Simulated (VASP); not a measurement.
Input:

```yaml
crystal:
  lattice:
    - [0.00000, 2.15820, 2.18000]
    - [2.15820, 0.00000, 2.18000]
    - [2.15820, 2.15820, 0.00000]
  atoms:
    - { symbol: Si, position: [0.00000, 0.00000, 0.00000] }
    - { symbol: C, position: [0.25000, 0.25000, 0.25000] }
```

The numbers are results of PBEsol GGA, VASP's PBE PAW potentials (set 64) (plane waves; VASP), not measurements. Run with 600 eV cut-off, 10×10×10 Γ-centred mesh, Gaussian smearing of 0.050 eV, potentials Si C.

Question: Give the stress tensor in GPa (positive for a compressed cell).

Answer: 
```
5.20  0.00  0.00
0.00  5.20  0.00
0.00  0.00  2.60
```
The pressure is its mean diagonal, 4.33 GPa.

The compound is SiC in the zinc blende structure. This cell was strained or had an atom moved on purpose.
